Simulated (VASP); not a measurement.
VASP ran on this input.

### INCAR
```
SYSTEM = ZnO
PREC = Accurate
ENCUT = 520
EDIFF = 1E-6
NELM = 100
ALGO = Normal
LREAL = .FALSE.
LASPH = .TRUE.
ISMEAR = 0
SIGMA = 0.05
GGA = PE
LMAXMIX = 4
LWAVE = .FALSE.
LCHARG = .FALSE.
ISIF = 2
```

### KPOINTS
```
Automatic mesh
0
Gamma
3 3 2
0 0 0
```

**POSCAR**
```
ZnO
1
    3.0707625000    -5.3187174951     0.0000000000
    3.0707625000     5.3187174951     0.0000000000
    0.0000000000     0.0000000000     9.8453370000
Zn O
2 2
Direct
  0.6666670000   0.3333330000   0.5000000000
  0.3333330000   0.6666670000   0.0000000000
  0.6666670000   0.3333330000   0.8820000000
  0.3333330000   0.6666670000   0.3820000000
```

POTCAR, in this order: Zn O (PBE.64 set). Program: vasp_std.

The run wrote:

### standard output
```
 POSCAR found type information on POSCAR ZnO
 POSCAR found :  2 types and       4 ions
 Reading from existing POTCAR
 Reading from existing POTCAR
 LDA part: xc-table for (Slater+PW92), standard interpolation
 POSCAR, INCAR and KPOINTS ok, starting setup
 WAVECAR not read
 entering main loop
       N       E                     dE             d eps       ncg     rms          rms(c)
DAV:   1     0.219323203417E+03    0.21932E+03   -0.14116E+04   264   0.131E+03
DAV:   2     0.332166940227E+02   -0.18611E+03   -0.18248E+03   350   0.277E+02
DAV:   3    -0.100507211516E+02   -0.43267E+02   -0.38338E+02   300   0.106E+02
DAV:   4    -0.125458672697E+02   -0.24951E+01   -0.24945E+01   264   0.236E+01
DAV:   5    -0.126088788959E+02   -0.63012E-01   -0.62989E-01   362   0.393E+00    0.181E+01
DAV:   6    -0.142037299056E+02   -0.15949E+01   -0.28008E+02   356   0.461E+01    0.254E+01
DAV:   7    -0.312649516246E+01    0.11077E+02   -0.36790E+01   296   0.229E+01    0.690E+00
DAV:   8    -0.288932934468E+01    0.23717E+00   -0.40738E+00   328   0.873E+00    0.185E+00
DAV:   9    -0.289787126603E+01   -0.85419E-02   -0.30286E-01   288   0.310E+00    0.262E+00
DAV:  10    -0.285964121260E+01    0.38230E-01   -0.10130E-01   302   0.192E+00    0.120E+00
DAV:  11    -0.284239575235E+01    0.17245E-01   -0.22768E-02   270   0.820E-01    0.338E-01
DAV:  12    -0.284352887164E+01   -0.11331E-02   -0.28551E-03   276   0.328E-01    0.369E-01
DAV:  13    -0.284210292426E+01    0.14259E-02   -0.11866E-03   320   0.166E-01    0.126E-01
DAV:  14    -0.284217958104E+01   -0.76657E-04   -0.29531E-04   276   0.947E-02    0.247E-02
DAV:  15    -0.284221575438E+01   -0.36173E-04   -0.45052E-05   276   0.475E-02    0.109E-02
DAV:  16    -0.284220893167E+01    0.68227E-05   -0.12593E-05   330   0.200E-02    0.408E-03
DAV:  17    -0.284220879459E+01    0.13708E-06   -0.11171E-06   192   0.570E-03
   1 F= -.28422088E+01 E0= -.28369355E+01  d E =-.105466E-01
```

OUTCAR:
```
------------------------ aborting loop because EDIFF is reached ----------------------------------------
  FORCE on cell =-STRESS in cart. coord.  units (eV):
  Direction    XX          YY          ZZ          XY          YZ          ZX
  --------------------------------------------------------------------------------------
  Total       -3.9240783     -3.9240795     -3.6592288      0.0000000      0.0000000      0.0000000
  in kB      -19.5494487    -19.5494547    -18.2299893      0.0000000      0.0000000      0.0000000
  external PRESSURE =     -19.1096309 kB  Pullay stress =       0.0000000 kB
  volume of cell :      321.60
      direct lattice vectors                 reciprocal lattice vectors
     3.070762500 -5.318717495  0.000000000     0.162826008 -0.094007625  0.000000000
     3.070762500  5.318717495  0.000000000     0.162826008  0.094007625  0.000000000
     0.000000000  0.000000000  9.845337000     0.000000000  0.000000000  0.101570926
  FREE ENERGIE OF THE ION-ELECTRON SYSTEM (eV)
  ---------------------------------------------------
  free  energy   TOTEN  =        -2.8422087946 eV

  energy  without entropy=       -2.8316621462  energy(sigma->0) =       -2.83693547
```
(Selected blocks of OUTCAR.)

The run ends quietly. Is anything wrong with it?

The cause: the lattice was typed in bohr, and VASP reads ångström. The run ends without an error. Against the sound run, the energy per atom (σ→0) increases by 3.747 eV/atom; the pressure falls by 7.72 GPa; the volume rises by 570 %. To mend it, correct POSCAR, correct KPOINTS.
**POSCAR**
```
ZnO
1
    1.6250000000    -2.8145830000     0.0000000000
    1.6250000000     2.8145830000     0.0000000000
    0.0000000000     0.0000000000     5.2100000000
Zn O
2 2
Direct
  0.6666670000   0.3333330000   0.5000000000
  0.3333330000   0.6666670000   0.0000000000
  0.6666670000   0.3333330000   0.8820000000
  0.3333330000   0.6666670000   0.3820000000
```
File KPOINTS:
```
Automatic mesh
0
Gamma
7 7 4
0 0 0
```
The mended run (PBE GGA, plane waves, VASP's PBE PAW potentials (set 64)) converges, and its OSZICAR ends with
```
   1 F= -.17824184E+02 E0= -.17824184E+02  d E =-.373119E-12
```

The compound is ZnO in the wurtzite structure. The cell was not relaxed at this level.
